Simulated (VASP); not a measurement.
Shape and ions are relaxed at each volume.

Given:

Os has the hexagonal space group P6₃/mmc (No. 194), the hcp (Mg type) structure, Pearson symbol hP2. Conventional cell: a = b = 2.7353 Å, c = 4.3261 Å, α = β = 90.00°, γ = 120.00°. Os on 2c is surrounded by 12 Os at 2.678–2.735 Å (anticuboctahedral). (Neighbours: up to the widest gap in distance over summed covalent radii, below 1.35, at either atom.)

Method: PBE GGA with D3 dispersion (Becke-Johnson damping), VASP's PBE PAW potentials (set 64) (plane waves; VASP). Settings: 520 eV cut-off, 15×15×9 Γ-centred mesh, first-order Methfessel-Paxton smearing of 0.10 eV, potentials Os.

Question: Give the energy at these volumes per atom, relative to the lowest: 13.17, 13.59, 14.02, 14.44, 14.86 Å³.

Answer: 76.1, 17.9, 0.0, 15.9, 59.9 meV/atom. A third-order Birch-Murnaghan fit gives B0 = 427 GPa and B0′ = 4.9.

Measured: bulk modulus 425 GPa at 0 K (computed value off by +0.6 %), as given by Vázquez-Parga, Fernández-Martínez, Viñes, J. Chem. Theory Comput. (2023), doi:10.1021/acs.jctc.3c00612, Supporting … [zero-point energy and finite temperature contributions removed].

The compound is Os in the hcp structure. It was relaxed first.
